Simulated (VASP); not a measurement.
Here is the system:

```xyz
2
Lattice="0.0000 3.0503 3.0503 3.0503 0.0000 3.0503 3.0503 3.0503 0.0000" Properties=species:S:1:pos:R:3 pbc="T T T"
Na     0.0000     0.0000     0.0000
I      3.0503     3.0503     3.0503
```

Computed with PBE GGA, VASP's PBE PAW potentials (set 64) (plane waves; VASP). Numerical set-up: 500 eV cut-off, 8×8×8 Γ-centred mesh, Gaussian smearing of 0.050 eV, potentials Na_pv I.

Unless said otherwise, spin-orbit coupling is left out, though it shifts the bands of the heavy elements here.

What does the run give for the energy per atom (σ→0), pressure, band gap (on the k-mesh) with the smallest direct gap where there is one?

```json
{
  "band gap (on the k-mesh)": "4.20 eV",
  "smallest direct gap (on the k-mesh)": "4.20 eV",
  "energy per atom (σ→0)": "-2.611 eV/atom",
  "pressure": "50.2 kbar"
}
```

Total energies compare only between runs with the same potentials, cut-off and functional.

The compound is NaI in the rock salt structure. It was relaxed first under an external pressure of 5 GPa.
